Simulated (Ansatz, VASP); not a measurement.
**CCl in two plane-wave programs**

Aim: how closely do two programs agree when they are given the same cell, functional and k mesh? The cell is taken from a series of runs on this material, whose earlier steps may have relaxed, scaled, displaced or heated it; both programs get it as it stands.

Calculated with Ansatz 0.2.0; plane waves, with VASP 6.6.1 beside it; LDA.

### 1. Starting point

The cell holds 4 atoms: 2 C and 2 Cl. Its edges and angles: a = 2.843 Å, b = 2.843 Å, c = 31.831 Å, α = 90.0°, β = 90.0°, γ = 120.0°. Vacuum lies along c.

### 2. VASP: zone-centre phonons, LDA

Second derivatives magnify differences that forces hide, and they need a tight electronic threshold.

Lines of VASP's logs that name or quote its potential files are left out, and so is its time.

Contents of INCAR:

```
SYSTEM = CCl
PREC = Accurate
ENCUT = 600
EDIFF = 1E-08
NELM = 120
ISMEAR = 0
SIGMA = 0.01
LREAL = .FALSE.
ALGO = Normal
GGA = PW92
NBANDS = 17
LORBIT = 11
LWAVE = .FALSE.
LCHARG = .FALSE.
ISIF = 2
IBRION = 8
LEPSILON = .TRUE.
LASPH = .TRUE.
GGA_COMPAT = .FALSE.
EFERMI = MIDGAP
NELMDL = -8
KPAR = 2
```

Contents of POSCAR:

```
CCl
1.0
    2.8432487974      0.0000032514      0.0000000000
   -1.4216272145      2.4623240621      0.0000000000
    0.0000000000      0.0000000000     31.8306043296
C Cl
2 2
Direct
    0.9999999999      1.0000000000      0.2594929784
    0.3333333333      0.6666666666      0.2750645759
    0.9999999999      1.0000000000      0.2049493312
    0.3333333333      0.6666666666      0.3296082232
```

Contents of KPOINTS:

```
Automatic mesh
0
Gamma
12 12 1
0 0 0
```

Potentials, in the order of the species: C and Cl (LDA family, release 64).

On the command line:

```console
mpirun -np 2 vasp_std
```

Numbers of over 12 decimals in the logs are rounded to 6 here.

Output:

```text
[banner, memory and clock lines left out]
running    2 mpi-ranks, on    1 nodes
 distrk:  each k-point on    1 cores,    2 groups
 distr:  one band on    1 cores,    1 groups

 POSCAR found type information on POSCAR C Cl
 POSCAR found :  2 types and       4 ions
|                                                                             |
|               ----> ADVICE to this user running VASP <----                  |
|                                                                             |
|     You enforced a specific xc type in the INCAR file but a different       |
|     [... a line on the potential file left out ...]
|     I HOPE YOU KNOW WHAT YOU ARE DOING!                                     |
|                                                                             |

 LDA part: xc-table for (Slater(with rela. corr.)+PW92), standard interpolation
 POSCAR, INCAR and KPOINTS ok, starting setup
 FFT: planning ... GRIDC
 FFT: planning ... GRID_SOFT
 FFT: planning ... GRID
 WAVECAR not read
 entering main loop
       N       E                     dE             d eps       ncg     rms          rms(c)
DAV:   1     0.216759423451E+03    0.21676E+03   -0.85456E+03   646   0.108E+03
DAV:   2     0.773411254241E+01   -0.20903E+03   -0.19438E+03  1071   0.203E+02
DAV:   3    -0.222086192071E+02   -0.29943E+02   -0.29797E+02   860   0.972E+01
DAV:   4    -0.228031052662E+02   -0.59449E+00   -0.59113E+00   947   0.168E+01
DAV:   5    -0.228168313663E+02   -0.13726E-01   -0.13709E-01   928   0.248E+00
DAV:   6    -0.228173164510E+02   -0.48508E-03   -0.48415E-03   962   0.423E-01
DAV:   7    -0.228173306072E+02   -0.14156E-04   -0.14155E-04   980   0.599E-02
DAV:   8    -0.228173310105E+02   -0.40330E-06   -0.40328E-06   988   0.901E-03    0.180E+01
DAV:   9    -0.224358673166E+02    0.38146E+00   -0.27762E-01   824   0.356E+00    0.102E+01
DAV:  10    -0.222974432898E+02    0.13842E+00   -0.35631E-01   927   0.360E+00    0.120E+00
DAV:  11    -0.222945680796E+02    0.28752E-02   -0.12200E-02   894   0.788E-01    0.395E-01
DAV:  12    -0.222938964115E+02    0.67167E-03   -0.24969E-03   968   0.330E-01    0.878E-02
DAV:  13    -0.222938228760E+02    0.73535E-04   -0.34200E-04   886   0.122E-01    0.408E-02
DAV:  14    -0.222939861886E+02   -0.16331E-03   -0.17056E-04   883   0.686E-02    0.257E-02
[...]
DAV:  22    -0.222953471859E+02   -0.76712E-05   -0.33607E-07   811   0.187E-03    0.257E-04
DAV:  23    -0.222953490879E+02   -0.19020E-05   -0.30000E-08   859   0.597E-04    0.159E-04
DAV:  24    -0.222953498119E+02   -0.72398E-06   -0.76038E-09   784   0.283E-04    0.112E-04
DAV:  25    -0.222953503713E+02   -0.55941E-06   -0.18830E-09   705   0.189E-04    0.132E-04
DAV:  26    -0.222953505163E+02   -0.14501E-06   -0.30628E-10   681   0.102E-04    0.435E-05
DAV:  27    -0.222953505539E+02   -0.37614E-07    0.96694E-11   725   0.461E-05    0.845E-06
DAV:  28    -0.222953505755E+02   -0.21570E-07    0.12343E-10   694   0.398E-05    0.193E-05
DAV:  29    -0.222953505773E+02   -0.18215E-08    0.21433E-10   704   0.163E-05
   1 F= -.22295351E+02 E0= -.22295351E+02  d E =0.000000E+00
 Linear response reoptimize wavefunctions to high precision
DAV:   1    -0.222953505791E+02   -0.18138E-08    0.23313E-10   620   0.118E-05
DAV:   2    -0.222953505791E+02    0.54570E-10    0.22912E-10   659   0.398E-06
 Linear response G [H, r] |phi>, progress :
  Direction:   1
       N       E                     dE             d eps       ncg     rms
RMM:   1    -0.953921670840E+02   -0.95392E+02   -0.25815E+01  1665   0.852E+01
RMM:   2    -0.708175795869E+02    0.24575E+02   -0.11658E+01  1130   0.228E+01
RMM:   3    -0.710365655267E+02   -0.21899E+00   -0.69872E-01  1206   0.415E+00
RMM:   4    -0.710499331020E+02   -0.13368E-01   -0.32662E-02  1224   0.894E-01
RMM:   5    -0.710508737114E+02   -0.94061E-03   -0.25805E-03  1242   0.220E-01
RMM:   6    -0.710509483773E+02   -0.74666E-04   -0.17524E-04  1253   0.585E-02
RMM:   7    -0.710509541735E+02   -0.57962E-05    0.18095E-04  1264   0.166E-02
RMM:   8    -0.710509547648E+02   -0.59139E-06    0.16017E-04  1297   0.601E-03
RMM:   9    -0.710509547999E+02   -0.35013E-07    0.70666E-06  1287   0.302E-03
[...]
RMM:   6    -0.526249452397E+00   -0.60683E-03   -0.74143E-05  2782   0.461E-02    0.113E-02
RMM:   7    -0.526276294331E+00   -0.26842E-04   -0.16005E-06  2741   0.103E-02    0.187E-03
RMM:   8    -0.526332463973E+00   -0.56170E-04   -0.21723E-06  2827   0.297E-03    0.630E-04
RMM:   9    -0.526333741415E+00   -0.12774E-05    0.38923E-07  2791   0.907E-04    0.175E-04
RMM:  10    -0.526335809761E+00   -0.20683E-05    0.38992E-07  2730   0.315E-04    0.624E-05
RMM:  11    -0.526335670782E+00    0.13898E-06    0.79595E-08  2315   0.181E-04    0.158E-05
RMM:  12    -0.526335901720E+00   -0.23094E-06   -0.18900E-07  2014   0.154E-04    0.383E-06
 change of polarisation eV/A/(eV/A) component  2 :    -0.147     0.989     0.000
 dielectric tensor                  component  2 :    -0.119     1.803     0.000
 Linear response to external field, progress :
  Direction:   3
       N       E                     dE             d eps       ncg     rms          rms(c)
RMM:   1    -0.693731708359E+00   -0.69373E+00   -0.29061E+00  1331   0.435E+00
[...]
RMM:   4    -0.106707356839E+00   -0.26510E-03   -0.76102E-05  4341   0.552E-02    0.706E-03
RMM:   5    -0.106672694532E+00    0.34662E-04   -0.40545E-06  4658   0.102E-02    0.308E-03
RMM:   6    -0.106647874604E+00    0.24820E-04   -0.35494E-07  4464   0.317E-03    0.471E-04
RMM:   7    -0.106648517537E+00   -0.64293E-06   -0.35301E-07  4816   0.729E-04    0.178E-04
RMM:   8    -0.106648530478E+00   -0.12942E-07   -0.15396E-07  4811   0.238E-04    0.317E-05
RMM:   9    -0.106648653049E+00   -0.12257E-06   -0.16934E-07  4849   0.846E-05    0.755E-06
RMM:  10    -0.106648646836E+00    0.62132E-08   -0.12736E-08  4914   0.446E-05    0.342E-06
 first order change of Fermi-energy  -0.60100E+00
 force on displaced ion       1 direction 1 : -13.199   0.002   0.000
 Born effective charge ion    1 direction 1 :   0.152  -0.000   0.000
 Linear response progress:
  Degree of freedom:   2/  4
       N       E                     dE             d eps       ncg     rms          rms(c)
RMM:   1    -0.139145523359E+00   -0.13915E+00    0.99949E-02  1516   0.220E+00
RMM:   2    -0.132009633758E+00    0.71359E-02   -0.68673E-03  1077   0.569E-01    0.488E-01
RMM:   3    -0.131054441151E+00    0.95519E-03   -0.17723E-03  1164   0.201E-01    0.213E-01
RMM:   4    -0.130984670982E+00    0.69770E-04   -0.19058E-04  1179   0.816E-02    0.637E-02
RMM:   5    -0.131003074162E+00   -0.18403E-04   -0.34479E-05  1168   0.331E-02    0.143E-02
RMM:   6    -0.130994736482E+00    0.83377E-05   -0.22537E-06  1175   0.896E-03    0.449E-03
RMM:   7    -0.130989492006E+00    0.52445E-05   -0.21456E-07  1176   0.297E-03    0.103E-03
RMM:   8    -0.130989840850E+00   -0.34884E-06    0.16916E-08  1215   0.132E-03    0.611E-04
RMM:   9    -0.130989791497E+00    0.49353E-07   -0.46227E-07  1228   0.192E-03    0.309E-04
RMM:  10    -0.130988540297E+00    0.12512E-05   -0.73669E-07  1264   0.153E-03    0.147E-04
RMM:  11    -0.130987857629E+00    0.68267E-06   -0.33718E-08  1266   0.708E-04    0.862E-05
RMM:  12    -0.130987621012E+00    0.23662E-06   -0.12640E-07  1283   0.471E-04    0.582E-05
RMM:  13    -0.130987616933E+00    0.40787E-08    0.17990E-07  1275   0.239E-04    0.285E-05
RMM:  14    -0.130987584313E+00    0.32620E-07   -0.13382E-08  1296   0.226E-04    0.160E-05
RMM:  15    -0.130987579031E+00    0.52824E-08    0.21892E-07  1281   0.990E-05    0.864E-06
RMM:  16    -0.130987575827E+00    0.32036E-08    0.44535E-08  1291   0.748E-05    0.360E-06
 first order change of Fermi-energy  -0.38285E+01
 force on displaced ion       1 direction 3 :   0.000   0.000 -36.247
 Born effective charge ion    1 direction 3 :  -0.000   0.000   0.227
 Linear response progress:
  Degree of freedom:   3/  4
       N       E                     dE             d eps       ncg     rms          rms(c)
RMM:   1    -0.166214106310E+00   -0.16621E+00   -0.91393E-02  5802   0.261E+00
RMM:   2    -0.162326929782E+00    0.38872E-02   -0.59310E-03  4179   0.405E-01    0.128E-01
RMM:   3    -0.162596696997E+00   -0.26977E-03   -0.21343E-04  4264   0.784E-02    0.757E-02
RMM:   4    -0.163054719107E+00   -0.45802E-03   -0.64833E-05  4291   0.502E-02    0.769E-03
RMM:   5    -0.163035432356E+00    0.19287E-04   -0.44872E-06  4623   0.107E-02    0.437E-03
RMM:   6    -0.163047147051E+00   -0.11715E-04   -0.13936E-06  4495   0.283E-03    0.798E-04
RMM:   7    -0.163046125828E+00    0.10212E-05    0.19862E-06  4752   0.878E-04    0.210E-04
RMM:   8    -0.163048267118E+00   -0.21413E-05    0.10781E-06  4567   0.325E-04    0.481E-05
RMM:   9    -0.163047712333E+00    0.55478E-06    0.10588E-06  4776   0.123E-04    0.161E-05
RMM:  10    -0.163047670463E+00    0.41871E-07   -0.40513E-07  4859   0.757E-05    0.496E-06
RMM:  11    -0.163047655262E+00    0.15201E-07   -0.47058E-08  4742   0.630E-05    0.266E-06
RMM:  12    -0.163047655876E+00   -0.61414E-09   -0.74383E-08  4721   0.601E-05    0.606E-07
 first order change of Fermi-energy   0.11532E+00
 force on displaced ion       3 direction 1 :  -1.249  -0.000  -0.000
 Born effective charge ion    3 direction 1 :  -0.152  -0.000   0.000
 Linear response progress:
  Degree of freedom:   4/  4
       N       E                     dE             d eps       ncg     rms          rms(c)
RMM:   1    -0.290958644652E+00   -0.29096E+00   -0.31926E-02  1428   0.296E+00
RMM:   2    -0.278889253063E+00    0.12069E-01   -0.72212E-03  1032   0.586E-01    0.531E-01
RMM:   3    -0.278968045868E+00   -0.78793E-04   -0.19274E-03  1107   0.206E-01    0.228E-01
RMM:   4    -0.279153909583E+00   -0.18586E-03   -0.26673E-04  1168   0.800E-02    0.605E-02
RMM:   5    -0.279044495467E+00    0.10941E-03   -0.21423E-05  1124   0.240E-02    0.154E-02
RMM:   6    -0.279014048064E+00    0.30447E-04   -0.20469E-06  1174   0.785E-03    0.437E-03
RMM:   7    -0.279015231368E+00   -0.11833E-05   -0.62649E-08  1201   0.210E-03    0.131E-03
RMM:   8    -0.279022910338E+00   -0.76790E-05    0.40596E-09  1190   0.838E-04    0.462E-04
RMM:   9    -0.279026046403E+00   -0.31361E-05    0.35882E-09  1225   0.494E-04    0.186E-04
RMM:  10    -0.279027636879E+00   -0.15905E-05    0.17713E-08  1236   0.320E-04    0.120E-04
RMM:  11    -0.279032603971E+00   -0.49671E-05    0.43967E-09  1279   0.700E-04    0.101E-04
RMM:  12    -0.279033896558E+00   -0.12926E-05    0.14542E-07  1292   0.314E-04    0.373E-05
RMM:  13    -0.279034040486E+00   -0.14393E-06   -0.71912E-08  1282   0.178E-04    0.246E-05
RMM:  14    -0.279033996571E+00    0.43915E-07    0.19930E-07  1290   0.138E-04    0.142E-05
RMM:  15    -0.279033922625E+00    0.73946E-07    0.36885E-07  1286   0.108E-04    0.561E-06
RMM:  16    -0.279033884223E+00    0.38403E-07    0.13223E-07  1297   0.959E-05    0.277E-06
RMM:  17    -0.279033874314E+00    0.99088E-08    0.13977E-07  1276   0.776E-05    0.189E-06
RMM:  18    -0.279033858949E+00    0.15365E-07    0.66936E-08  1304   0.795E-05    0.147E-06
RMM:  19    -0.279033856740E+00    0.22096E-08    0.13959E-07  1255   0.703E-05    0.742E-07
RMM:  20    -0.279033848175E+00    0.85651E-08    0.13395E-07  1295   0.732E-05    0.410E-07
RMM:  21    -0.279033847502E+00    0.67261E-09    0.14377E-07  1281   0.693E-05    0.368E-07
RMM:  22    -0.279033847206E+00    0.29566E-09    0.96612E-08  1270   0.686E-05    0.156E-07
 first order change of Fermi-energy   0.24349E+01
 force on displaced ion       3 direction 3 :   0.000   0.000 -23.734
 Born effective charge ion    3 direction 3 :  -0.000  -0.000  -0.227
 Born effective charges drift removed
 Linear response finished
```

(Continued in part 2 of 3.)

[Lines on the potential files, build, host, timing and source positions are cut from VASP's logs without a mark.]

[Logs are printed without paths, hosts, clocks, repeated set-up lines and the standing remarks that a program may print on its own settings, such as how far it seeks lower states.]

[Hosts, paths, dates, database ids (printed as entryN), source tags and the programs' standing remarks are cut or masked in the printed files.]
